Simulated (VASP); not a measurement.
A convergence study with VASP on Ru (hcp): one setting is varied, all else stays as given below, so the limit is that of these other settings.

```xyz
2
Lattice="1.3550 -2.3469 0.0000 1.3550 2.3469 0.0000 0.0000 0.0000 4.2800" Properties=species:S:1:pos:R:3 pbc="T T T"
Ru     1.3550     0.7823     1.0700
Ru     1.3550    -0.7823     3.2100
```

Method: PBE GGA, VASP's PBE PAW potentials (set 64) (plane waves; VASP). The tightest run used: 550 eV cut-off, 25×25×15 Γ-centred mesh, tetrahedra with Blöchl corrections, potentials Ru_pv.

Problem. The settings run are 3×3×2 mesh; 4×4×2 mesh; 5×5×3 mesh; 6×6×4 mesh; 7×7×4 mesh; 8×8×5 mesh; 9×9×5 mesh; 10×10×6 mesh; 11×11×6 mesh; 12×12×7 mesh; 13×13×8 mesh; 14×14×8 mesh; 15×15×9 mesh; 16×16×9 mesh; 17×17×10 mesh; 18×18×11 mesh; 19×19×11 mesh; 20×20×12 mesh; 21×21×12 mesh; 22×22×13 mesh; 23×23×14 mesh; 24×24×14 mesh; 25×25×15 mesh. From which on does the energy per atom stay within 0.005 eV/atom of the tightest run?

Solution. From 11×11×6 mesh on: it is off by 0.0018 there and by no more than 0.005 in any finer run, while 10×10×6 mesh is off by 0.0065.
| setting | E (eV/atom) | pressure (GPa) | irreducible k-points | difference judged (eV/atom) |
|---|---|---|---|---|
| 3×3×2 mesh | -8.8453 | 11.12 | 6 | 0.3872 |
| 4×4×2 mesh | -9.3699 | 0.59 | 8 | 0.1374 |
| 5×5×3 mesh | -9.2094 | 3.33 | 10 | 0.0230 |
| 6×6×4 mesh | -9.2010 | 4.31 | 21 | 0.0314 |
| 7×7×4 mesh | -9.2071 | 3.94 | 24 | 0.0254 |
| 8×8×5 mesh | -9.2429 | 3.27 | 30 | 0.0104 |
| 9×9×5 mesh | -9.2385 | 3.42 | 36 | 0.0060 |
| 10×10×6 mesh | -9.2260 | 3.55 | 56 | 0.0065 |
| 11×11×6 mesh | -9.2307 | 3.49 | 64 | 0.0018 |
| 12×12×7 mesh | -9.2330 | 3.47 | 76 | 0.0005 |
| 13×13×8 mesh | -9.2314 | 3.48 | 105 | 0.0011 |
| 14×14×8 mesh | -9.2326 | 3.49 | 120 | 0.0001 |
| 15×15×9 mesh | -9.2330 | 3.45 | 135 | 0.0005 |
| 16×16×9 mesh | -9.2317 | 3.47 | 150 | 0.0008 |
| 17×17×10 mesh | -9.2312 | 3.50 | 198 | 0.0012 |
| 18×18×11 mesh | -9.2323 | 3.47 | 222 | 0.0002 |
| 19×19×11 mesh | -9.2322 | 3.47 | 240 | 0.0003 |
| 20×20×12 mesh | -9.2322 | 3.47 | 308 | 0.0002 |
| 21×21×12 mesh | -9.2324 | 3.46 | 336 | 0.0001 |
| 22×22×13 mesh | -9.2324 | 3.47 | 364 | 0.0000 |
| 23×23×14 mesh | -9.2325 | 3.46 | 448 | 0.0000 |
| 24×24×14 mesh | -9.2322 | 3.46 | 488 | 0.0003 |
| 25×25×15 mesh | -9.2325 | 3.45 | 520 | 0.0000 |

Left out are rungs that failed or repeat a setting and relaxations that didn't move; long series are thinned to 24 rows.

The compound is Ru in the hcp structure. The cell was not relaxed at this level.
